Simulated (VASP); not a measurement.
Here is the system:

```
CELL_PARAMETERS angstrom
      1.59122    -2.75608     0.00000
      1.59122     2.75608     0.00000
      0.00000     0.00000     5.18010
ATOMIC_POSITIONS crystal
  Ga 0.66667 0.33333 0.50003
  Ga 0.33333 0.66667 0.00003
  N  0.66667 0.33333 0.87697
  N  0.33333 0.66667 0.37697
```

The numbers are results of r2SCAN+rVV10, VASP's PBE PAW potentials (set 64) (plane waves; VASP), not measurements. Run with 520 eV cut-off, 7×7×4 Γ-centred mesh, Gaussian smearing of 0.050 eV, potentials Ga_d N.

Predict the energy per atom (σ→0).

| Item | Result |
|---|---|
| energy per atom (σ→0) | -10.707 eV/atom |

Only differences to runs with the same potentials and settings are physical.

The compound is GaN in the wurtzite structure. It was relaxed first. The start is the result of an earlier pass.
